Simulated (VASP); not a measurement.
**RPA total energies of CdS (Greenockite)**

Wanted: where the RPA puts the energy minimum of CdS (Greenockite). The scan starts from a database cell, scaled to the smallest volume of the series. The cell is of the wurtzite type, one of the forms listed for this formula, which need not be the common one. Left out of this account: at least 1 further run (self-consistent run: the chain at volume ratio 1.02 didn't finish). The start is a cell from a database of measured crystal structures.

Main program and level: VASP 6.6.1; LDA; plane waves and PAW (Cd_GW, S_GW), in the first sound run; inputs show where later runs differ.

Most raw output is cut from this account.

The database entry behind the starting cell differs from later determinations by our own check (about 0.35 % long), so it need not match the best structure at ambient conditions.

## Step 1: Set-up

It takes space group P6_3mc (No. 186, hexagonal). The conventional cell has a = 4.036 Å, b = 4.036 Å, c = 6.552 Å, α = 90.00°, β = 90.00°, γ = 120.00°. Cd has 4 S at 2.46 to 2.47 Å nearest. Nearest to S lie 4 Cd at 2.46 to 2.47 Å. Farther neighbours and most contacts between anions are not listed.

## Step 2: Orbitals, volume ratio 0.92

RPA gives no stress here, so the energy is scanned over volumes, at one cutoff and mesh. Volumes are given as ratios to a reference cell, and this first cell is that cell scaled to 0.92. Each point starts from LDA orbitals, tightly converged.

INCAR reads:

```
SYSTEM = CdS
PREC = Accurate
ENCUT = 350
EDIFF = 1E-08
NELM = 100
ISMEAR = 0
SIGMA = 0.05
LREAL = .FALSE.
ALGO = Normal
GGA = CA
NBANDS = 24
LORBIT = 11
LWAVE = .TRUE.
LCHARG = .FALSE.
KPAR = 4
```

POSCAR reads:

```
CdS
1.0
    4.0362436288      0.0000000000      0.0000000000
   -2.0181218144      3.4954895184      0.0000000000
    0.0000000000      0.0000000000      6.5523309222
Cd S
2 2
Direct
    0.6666666667      0.3333333333      0.5000000000
    0.3333333333      0.6666666667      0.0000000000
    0.6666666667      0.3333333333      0.8750000000
    0.3333333333      0.6666666667      0.3750000000
```

KPOINTS reads:

```
Automatic mesh
0
Gamma
4 4 2
0 0 0
```

PAW data sets: Cd_GW and S_GW (LDA family, release 64).

Launch:

```bash
$ mpirun -np 4 vasp_std
```

Elapsed: 3.4 s, on 4 MPI ranks of Intel Xeon 6975P-C (Granite Rapids), shared host; peak memory 0.6 GiB.

The gap is read on the k-mesh alone, so it is an upper bound where the band edges lie off the mesh, and a coarse mesh can show a gap where there is none.

A gap read on the k-mesh alone can miss the band edges.

Numbers from this step:

```yaml
free_energy_toten: -14.84 eV
fermi_energy: 3.434 eV
pressure: 2.051 GPa
gap_on_the_k_mesh: 1.112 eV
least_direct_gap_on_the_k_mesh: 1.112 eV
```

## Step 3: Exact exchange, volume ratio 0.92

This step: Hartree-Fock energy on LDA orbitals; plane waves and PAW (Cd_GW, S_GW) (VASP 6.6.1).

The Hartree-Fock energy is evaluated once on these orbitals (ALGO = Eigenval, NELM = 1), without letting them relax. It uses the mesh of the correlation step, and the total energy is their sum.

INCAR reads:

```
SYSTEM = CdS
PREC = Accurate
ENCUT = 350
ISMEAR = 0
SIGMA = 0.05
LREAL = .FALSE.
GGA = CA
NBANDS = 24
ALGO = Eigenval
NELM = 1
LHFCALC = .TRUE.
AEXX = 1
ALDAC = 0
AGGAC = 0
PRECFOCK = Normal
LWAVE = .FALSE.
LCHARG = .FALSE.
```

POSCAR is that of step 2.

KPOINTS is that of step 2.

The run starts from files that an earlier step left in the folder.

Launch:

```bash
$ mpirun -np 4 vasp_std
```

The job ended after 22 s (4 MPI ranks; peak memory 0.47 GiB).

The k-mesh is coarse for unscreened exact exchange, which converges slowly with it.

This step gave:

```yaml
free_energy_toten: -23.09 eV
```

The Hartree-Fock energy on these orbitals is -5.7730 eV an atom.

## Step 4: Empty bands, volume ratio 0.92

This step: LDA; plane waves and PAW (Cd_GW, S_GW) (VASP 6.6.1).

The next step needs empty bands that the ground-state run didn't converge, so the Hamiltonian is diagonalised exactly for NBANDS bands, in a single step. LOPTICS writes the k-derivatives of the orbitals (WAVEDER), which give the long-wavelength limit of the screening.

INCAR reads:

```
SYSTEM = CdS
PREC = Accurate
ENCUT = 350
ISMEAR = 0
SIGMA = 0.05
LREAL = .FALSE.
GGA = CA
NBANDS = 1200
ALGO = Exact
NELM = 1
LWAVE = .TRUE.
LCHARG = .FALSE.
LOPTICS = .TRUE.
NEDOS = 1000
CSHIFT = 0.1
```

POSCAR is that of step 3.

KPOINTS is that of step 3.

Launch:

```bash
$ mpirun -np 4 vasp_std
```

The job ended after 13 s (4 MPI ranks; peak memory 1 GiB).

WAVECAR now holds 1200 bands for 36 electrons. Its independent-particle dielectric tensor has xx, yy, zz = 12.0, 12.0, 11.1 on this mesh. It isn't tested for convergence in mesh or bands and lacks local fields, and at a small direct gap a coarse mesh makes it too large.

## Step 5: RPA correlation, volume ratio 0.92

This step: RPA correlation on LDA orbitals; plane waves and PAW (Cd_GW, S_GW) (VASP 6.6.1).

The RPA correlation energy follows from the response function on imaginary frequencies; VASP computes it for a row of response cutoffs and extrapolates.

INCAR reads:

```
SYSTEM = CdS
PREC = Accurate
ENCUT = 350
ISMEAR = 0
SIGMA = 0.05
LREAL = .FALSE.
GGA = CA
NBANDS = 1200
ALGO = ACFDT
ENCUTGW = 200
NOMEGA = 12
PRECFOCK = Fast
LWAVE = .FALSE.
LCHARG = .FALSE.
```

POSCAR is that of step 4.

KPOINTS is that of step 4.

Launch:

```bash
$ mpirun -np 4 vasp_std
```

It took 17 min on 4 MPI ranks; peak memory 1.8 GiB.

Numbers from this step:

```
RPA correlation energy : -49.29 eV
```

Extrapolated by the program to an infinite response cutoff, the correlation energy is -12.323 eV an atom. With exact exchange the total is -18.0957 eV an atom.

## Step 6: Comparison: r2SCAN, volume ratio 0.92

This step: r2SCAN; plane waves and PAW (Cd_GW, S_GW) (VASP 6.6.1).

For comparison the same cell is computed with r2SCAN.

INCAR reads:

```
SYSTEM = CdS
PREC = Accurate
ENCUT = 350
EDIFF = 1E-06
NELM = 100
ISMEAR = 0
SIGMA = 0.05
LREAL = .FALSE.
ALGO = Normal
METAGGA = R2SCAN
LASPH = .TRUE.
NBANDS = 24
LWAVE = .FALSE.
LCHARG = .FALSE.
KPAR = 4
```

POSCAR is that of step 5.

KPOINTS is that of step 5.

Launch:

```bash
$ mpirun -np 4 vasp_std
```

The job ended after 11 s (4 MPI ranks; peak memory 0.73 GiB).

The PAW data sets were made with LDA, a small mismatch for this functional.

This step gave:

```
free energy (TOTEN)            : -805.1126 eV
Fermi energy                   : 3.424 eV
pressure                       : 6.388 GPa
gap on the k-mesh              : 1.846 eV
least direct gap on the k-mesh : 1.846 eV
```

Its energy is -201.2782 eV an atom, on a zero of its own.

## Step 7: Orbitals for comparison: HSE06, volume ratio 0.92

This step: LDA; plane waves and PAW (Cd_GW, S_GW) (VASP 6.6.1).

A hybrid converges faster from good orbitals, so a cheap LDA run writes WAVECAR first.

INCAR reads:

```
SYSTEM = CdS
PREC = Accurate
ENCUT = 350
EDIFF = 1E-05
NELM = 100
ISMEAR = 0
SIGMA = 0.05
LREAL = .FALSE.
ALGO = Normal
GGA = CA
NBANDS = 24
LORBIT = 11
LWAVE = .TRUE.
LCHARG = .FALSE.
KPAR = 4
```

POSCAR is that of step 6.

KPOINTS is that of step 6.

Launch:

```bash
$ mpirun -np 4 vasp_std
```

The job ended after 2.6 s (4 MPI ranks; peak memory 0.59 GiB; 8.5 s of CPU time).

Numbers from this step:

```
free energy (TOTEN)            : -14.84 eV
Fermi energy                   : 3.443 eV
pressure                       : 2.163 GPa
gap on the k-mesh              : 1.111 eV
least direct gap on the k-mesh : 1.111 eV
```

The run ends at a pressure of 2.16 GPa, with forces up to 0.064 eV/Å.

## Step 8: Comparison: HSE06, volume ratio 0.92

This step: HSE06; plane waves and PAW (Cd_GW, S_GW) (VASP 6.6.1).

For comparison the same cell is computed with HSE06.

INCAR reads:

```
SYSTEM = CdS
PREC = Accurate
ENCUT = 350
EDIFF = 1E-06
NELM = 100
ISMEAR = 0
SIGMA = 0.05
LREAL = .FALSE.
ALGO = Normal
LHFCALC = .TRUE.
AEXX = 0.25
GGA = PE
HFSCREEN = 0.2
LASPH = .TRUE.
NBANDS = 24
PRECFOCK = Fast
LWAVE = .FALSE.
LCHARG = .FALSE.
KPAR = 4
```

POSCAR is that of step 7.

KPOINTS is that of step 7.

The run starts from files that an earlier step left in the folder.

Launch:

```bash
$ mpirun -np 4 vasp_std
```

It took 52 s on 4 MPI ranks; peak memory 1.1 GiB.

The k-mesh is coarse for exact exchange; levels may shift by about 0.1 eV on a finer one.

This step gave:

| Property | Result |
| --- | --- |
| free energy (TOTEN) | -15.13 eV |
| Fermi energy | 3.014 eV |
| gap on the k-mesh | 2.453 eV |
| least direct gap on the k-mesh | 2.453 eV |

Its energy is -3.7821 eV an atom, on a zero of its own.

## Step 9: Orbitals, volume ratio 0.96

This step: LDA; plane waves and PAW (Cd_GW, S_GW) (VASP 6.6.1).

The same chain follows at a volume ratio of 0.96.

INCAR reads:

```
SYSTEM = CdS
PREC = Accurate
ENCUT = 350
EDIFF = 1E-08
NELM = 100
ISMEAR = 0
SIGMA = 0.05
LREAL = .FALSE.
ALGO = Normal
GGA = CA
NBANDS = 24
LORBIT = 11
LWAVE = .TRUE.
LCHARG = .FALSE.
KPAR = 4
```

POSCAR reads:

```
CdS
1.0
    4.0939120434      0.0000000000      0.0000000000
   -2.0469560217      3.5454318304      0.0000000000
    0.0000000000      0.0000000000      6.6459482979
Cd S
2 2
Direct
    0.6666666667      0.3333333333      0.5000000000
    0.3333333333      0.6666666667      0.0000000000
    0.6666666667      0.3333333333      0.8750000000
    0.3333333333      0.6666666667      0.3750000000
```

KPOINTS is that of step 8.

Launch:

```bash
$ mpirun -np 4 vasp_std
```

The job ended after 3.2 s (4 MPI ranks; peak memory 0.6 GiB).

The run ends at a pressure of -0.99 GPa, with forces up to 0.055 eV/Å.

## Step 10: Exact exchange, volume ratio 0.96

This step: Hartree-Fock energy on LDA orbitals; plane waves and PAW (Cd_GW, S_GW) (VASP 6.6.1).

Exact exchange at this point.

INCAR reads:

```
SYSTEM = CdS
PREC = Accurate
ENCUT = 350
ISMEAR = 0
SIGMA = 0.05
LREAL = .FALSE.
GGA = CA
NBANDS = 24
ALGO = Eigenval
NELM = 1
LHFCALC = .TRUE.
AEXX = 1
ALDAC = 0
AGGAC = 0
PRECFOCK = Normal
LWAVE = .FALSE.
LCHARG = .FALSE.
```

POSCAR is that of step 9.

KPOINTS is that of step 9.

The WAVECAR or CHGCAR of an earlier step is read.

Launch:

```bash
$ mpirun -np 4 vasp_std
```

Wall time 21 s (4 MPI ranks); peak memory 0.51 GiB; 79 s of CPU time.

The Hartree-Fock energy on these orbitals is -5.8350 eV an atom.

## Step 11: Empty bands, volume ratio 0.96

This step: LDA; plane waves and PAW (Cd_GW, S_GW) (VASP 6.6.1).

The empty bands are made again, for the run that follows.

INCAR reads:

```
SYSTEM = CdS
PREC = Accurate
ENCUT = 350
ISMEAR = 0
SIGMA = 0.05
LREAL = .FALSE.
GGA = CA
NBANDS = 1248
ALGO = Exact
NELM = 1
LWAVE = .TRUE.
LCHARG = .FALSE.
LOPTICS = .TRUE.
NEDOS = 1000
CSHIFT = 0.1
```

POSCAR is that of step 10.

KPOINTS is that of step 10.

Launch:

```bash
$ mpirun -np 4 vasp_std
```

The job ended after 17 s (4 MPI ranks; peak memory 1.2 GiB; 65 s of CPU time).

WAVECAR now holds 1248 bands for 36 electrons.

## Step 12: RPA correlation, volume ratio 0.96

This step: RPA correlation on LDA orbitals; plane waves and PAW (Cd_GW, S_GW) (VASP 6.6.1).

RPA correlation at this point.

INCAR reads:

```
SYSTEM = CdS
PREC = Accurate
ENCUT = 350
ISMEAR = 0
SIGMA = 0.05
LREAL = .FALSE.
GGA = CA
NBANDS = 1248
ALGO = ACFDT
ENCUTGW = 200
NOMEGA = 12
PRECFOCK = Fast
LWAVE = .FALSE.
LCHARG = .FALSE.
```

POSCAR is that of step 11.

KPOINTS is that of step 11.

Launch:

```bash
$ mpirun -np 4 vasp_std
```

Wall time 23 min (4 MPI ranks); peak memory 2 GiB.

Extrapolated by the program to an infinite response cutoff, the correlation energy is -12.286 eV an atom, +37 meV against the point before. With exact exchange the total is -18.1207 eV an atom.

## Step 13: Comparison: r2SCAN, volume ratio 0.96

This step: r2SCAN; plane waves and PAW (Cd_GW, S_GW) (VASP 6.6.1).

The comparison at this point.

INCAR reads:

```
SYSTEM = CdS
PREC = Accurate
ENCUT = 350
EDIFF = 1E-06
NELM = 100
ISMEAR = 0
SIGMA = 0.05
LREAL = .FALSE.
ALGO = Normal
METAGGA = R2SCAN
LASPH = .TRUE.
NBANDS = 24
LWAVE = .FALSE.
LCHARG = .FALSE.
KPAR = 4
```

POSCAR is that of step 12.

KPOINTS is that of step 12.

Launch:

```bash
$ mpirun -np 4 vasp_std
```

Wall time 21 s (4 MPI ranks); peak memory 0.68 GiB; 57 s of CPU time.

Its energy is -201.3099 eV an atom, on a zero of its own.

## Step 14: Orbitals for comparison: HSE06, volume ratio 0.96

This step: LDA; plane waves and PAW (Cd_GW, S_GW) (VASP 6.6.1).

Starting orbitals, as before.

INCAR reads:

```
SYSTEM = CdS
PREC = Accurate
ENCUT = 350
EDIFF = 1E-05
NELM = 100
ISMEAR = 0
SIGMA = 0.05
LREAL = .FALSE.
ALGO = Normal
GGA = CA
NBANDS = 24
LORBIT = 11
LWAVE = .TRUE.
LCHARG = .FALSE.
KPAR = 4
```

POSCAR is that of step 13.

KPOINTS is that of step 13.

Launch:

```bash
$ mpirun -np 4 vasp_std
```

Elapsed: 4 s, on 4 MPI ranks; peak memory 0.6 GiB.

The run ends at a pressure of -0.94 GPa, with forces up to 0.055 eV/Å.

## Step 15: Comparison: HSE06, volume ratio 0.96

This step: HSE06; plane waves and PAW (Cd_GW, S_GW) (VASP 6.6.1).

INCAR reads:

```
SYSTEM = CdS
PREC = Accurate
ENCUT = 350
EDIFF = 1E-06
NELM = 100
ISMEAR = 0
SIGMA = 0.05
LREAL = .FALSE.
ALGO = Normal
LHFCALC = .TRUE.
AEXX = 0.25
GGA = PE
HFSCREEN = 0.2
LASPH = .TRUE.
NBANDS = 24
PRECFOCK = Fast
LWAVE = .FALSE.
LCHARG = .FALSE.
KPAR = 4
```

POSCAR is that of step 14.

KPOINTS is that of step 14.

The run starts from files that an earlier step left in the folder.

Launch:

```bash
$ mpirun -np 4 vasp_std
```

Wall time 81 s (4 MPI ranks); peak memory 1.1 GiB; 3.9 min of CPU time.

Its energy is -3.8157 eV an atom, on a zero of its own.

## Step 16: Orbitals, volume ratio 0.99

This step: LDA; plane waves and PAW (Cd_GW, S_GW) (VASP 6.6.1).

The same chain follows at a volume ratio of 0.99.

INCAR reads:

```
SYSTEM = CdS
PREC = Accurate
ENCUT = 350
EDIFF = 1E-08
NELM = 100
ISMEAR = 0
SIGMA = 0.05
LREAL = .FALSE.
ALGO = Normal
GGA = CA
NBANDS = 24
LORBIT = 11
LWAVE = .TRUE.
LCHARG = .FALSE.
KPAR = 4
```

POSCAR reads:

```
CdS
1.0
    4.1361202977      0.0000000000      0.0000000000
   -2.0680601488      3.5819852509      0.0000000000
    0.0000000000      0.0000000000      6.7144680591
Cd S
2 2
Direct
    0.6666666667      0.3333333333      0.5000000000
    0.3333333333      0.6666666667      0.0000000000
    0.6666666667      0.3333333333      0.8750000000
    0.3333333333      0.6666666667      0.3750000000
```

KPOINTS is that of step 15.

Launch:

```bash
$ mpirun -np 4 vasp_std
```

Run time: 5.2 s. Hardware: 4 MPI ranks; peak memory 0.61 GiB; 13 s of CPU time.

The run ends at a pressure of -2.85 GPa, with forces up to 0.049 eV/Å.

## Step 17: Exact exchange, volume ratio 0.99

This step: Hartree-Fock energy on LDA orbitals; plane waves and PAW (Cd_GW, S_GW) (VASP 6.6.1).

INCAR reads:

```
SYSTEM = CdS
PREC = Accurate
ENCUT = 350
ISMEAR = 0
SIGMA = 0.05
LREAL = .FALSE.
GGA = CA
NBANDS = 24
ALGO = Eigenval
NELM = 1
LHFCALC = .TRUE.
AEXX = 1
ALDAC = 0
AGGAC = 0
PRECFOCK = Normal
LWAVE = .FALSE.
LCHARG = .FALSE.
```

POSCAR is that of step 16.

KPOINTS is that of step 16.

The run starts from files that an earlier step left in the folder.

Launch:

```bash
$ mpirun -np 4 vasp_std
```

Elapsed: 31 s, on 4 MPI ranks; peak memory 0.5 GiB.

The Hartree-Fock energy on these orbitals is -5.8650 eV an atom.

## Step 18: Empty bands, volume ratio 0.99

This step: LDA; plane waves and PAW (Cd_GW, S_GW) (VASP 6.6.1).

INCAR reads:

```
SYSTEM = CdS
PREC = Accurate
ENCUT = 350
ISMEAR = 0
SIGMA = 0.05
LREAL = .FALSE.
GGA = CA
NBANDS = 1312
ALGO = Exact
NELM = 1
LWAVE = .TRUE.
LCHARG = .FALSE.
LOPTICS = .TRUE.
NEDOS = 1000
CSHIFT = 0.1
```

POSCAR is that of step 17.

KPOINTS is that of step 17.

Launch:

```bash
$ mpirun -np 4 vasp_std
```

Wall time 21 s (4 MPI ranks); peak memory 1.1 GiB.

WAVECAR now holds 1312 bands for 36 electrons.

## Step 19: RPA correlation, volume ratio 0.99

This step: RPA correlation on LDA orbitals; plane waves and PAW (Cd_GW, S_GW) (VASP 6.6.1).

INCAR reads:

```
SYSTEM = CdS
PREC = Accurate
ENCUT = 350
ISMEAR = 0
SIGMA = 0.05
LREAL = .FALSE.
GGA = CA
NBANDS = 1312
ALGO = ACFDT
ENCUTGW = 200
NOMEGA = 12
PRECFOCK = Fast
LWAVE = .FALSE.
LCHARG = .FALSE.
```

POSCAR is that of step 18.

KPOINTS is that of step 18.

Launch:

```bash
$ mpirun -np 4 vasp_std
```

The job ended after 25 min (4 MPI ranks; peak memory 2.1 GiB).

Extrapolated by the program to an infinite response cutoff, the correlation energy is -12.264 eV an atom, +22 meV against the point before. With exact exchange the total is -18.1286 eV an atom.

## Step 20: Comparison: r2SCAN, volume ratio 0.99

This step: r2SCAN; plane waves and PAW (Cd_GW, S_GW) (VASP 6.6.1).

INCAR reads:

```
SYSTEM = CdS
PREC = Accurate
ENCUT = 350
EDIFF = 1E-06
NELM = 100
ISMEAR = 0
SIGMA = 0.05
LREAL = .FALSE.
ALGO = Normal
METAGGA = R2SCAN
LASPH = .TRUE.
NBANDS = 24
LWAVE = .FALSE.
LCHARG = .FALSE.
KPAR = 4
```

POSCAR is that of step 19.

KPOINTS is that of step 19.

Launch:

```bash
$ mpirun -np 4 vasp_std
```

Wall time 15 s (4 MPI ranks); peak memory 0.73 GiB.

Its energy is -201.3206 eV an atom, on a zero of its own.

## Step 21: Orbitals for comparison: HSE06, volume ratio 0.99

This step: LDA; plane waves and PAW (Cd_GW, S_GW) (VASP 6.6.1).

INCAR reads:

```
SYSTEM = CdS
PREC = Accurate
ENCUT = 350
EDIFF = 1E-05
NELM = 100
ISMEAR = 0
SIGMA = 0.05
LREAL = .FALSE.
ALGO = Normal
GGA = CA
NBANDS = 24
LORBIT = 11
LWAVE = .TRUE.
LCHARG = .FALSE.
KPAR = 4
```

POSCAR is that of step 20.

KPOINTS is that of step 20.

Launch:

```bash
$ mpirun -np 4 vasp_std
```

Elapsed: 2.8 s, on 4 MPI ranks; peak memory 0.6 GiB; 8.6 s of CPU time.

The run ends at a pressure of -2.80 GPa, with forces up to 0.049 eV/Å.

## Step 22: Comparison: HSE06, volume ratio 0.99

This step: HSE06; plane waves and PAW (Cd_GW, S_GW) (VASP 6.6.1).

INCAR reads:

```
SYSTEM = CdS
PREC = Accurate
ENCUT = 350
EDIFF = 1E-06
NELM = 100
ISMEAR = 0
SIGMA = 0.05
LREAL = .FALSE.
ALGO = Normal
LHFCALC = .TRUE.
AEXX = 0.25
GGA = PE
HFSCREEN = 0.2
LASPH = .TRUE.
NBANDS = 24
PRECFOCK = Fast
LWAVE = .FALSE.
LCHARG = .FALSE.
KPAR = 4
```

POSCAR is that of step 21.

KPOINTS is that of step 21.

The WAVECAR or CHGCAR of an earlier step is read.

Launch:

```bash
$ mpirun -np 4 vasp_std
```

Wall time 50 s (4 MPI ranks); peak memory 1.1 GiB; 3.3 min of CPU time.

Its energy is -3.8278 eV an atom, on a zero of its own.

## Step 23: Results

```yaml
rpa_correlation_energy: -49.3 eV
rpa_correlation_energy: -49.1 eV
rpa_correlation_energy: -49.1 eV
```

An RPA minimum was not obtained, because the series ended early or the minimum lies outside it. Exact exchange and correlation are taken on one coarse mesh and aren't self-consistent; the correlation energy is extrapolated in the response cutoff by the program, which at the first volume adds -841 meV an atom to the value at the highest cutoff and varies with the volume; a small fit error says nothing about that part. NBANDS follows the largest plane-wave count of any k point, which rises in steps with the volume. The cheaper functionals share the mesh, and the fits are third-order Birch-Murnaghan curves. Not tabulated here, as repeats of values shown or as unfit to read for their mesh, reference level or band range: eps2 curves (empty bands); eps1 curves and static values (empty bands); gaps (empty bands).

[Lines on the potential files, build, host, timing and source positions are cut from VASP's logs without a mark.]

[Logs are printed without paths, hosts, clocks, repeated set-up lines and the standing remarks that a program may print on its own settings, such as how far it seeks lower states.]

[Hosts, paths, dates, database ids (printed as entryN), source tags and the programs' standing remarks are cut or masked in the printed files.]

[Pressures printed for these runs are not shown converged in the cutoff: they can be off by several GPa and have the wrong sign.]
